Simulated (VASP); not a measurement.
Given:

```yaml
crystal:
  lattice:
    - [2.40224, 0.00000, 0.00000]
    - [-1.20112, 2.08040, 0.00000]
    - [0.00000, 0.00000, 3.99665]
  atoms:
    - { symbol: Ni, position: [0.33333, 0.66667, 0.25000] }
    - { symbol: Ni, position: [0.66667, 0.33333, 0.75000] }
```

These are PBEsol GGA, VASP's PBE PAW potentials (set 64) (plane waves; VASP) values and carry that method's errors. Settings: 300 eV cut-off, 11×11×6 Γ-centred mesh, Fermi-Dirac smearing of 0.10 eV, potentials Ni.

At this cut-off the stress carries a Pulay error, which pulls relaxed volumes low. The run has a spin-polarised start.

Problem. Give the stress tensor in GPa (positive for a compressed cell).

Solution. 
```
11.47   0.00   0.00
 0.00  11.47   0.00
 0.00   0.00   7.25
```
The pressure is its mean diagonal, 10.06 GPa.

The structure comes from a computed database's Ni entry (P6_3/mmc); how it stands against other phases isn't given here. The cell was not relaxed at this level.
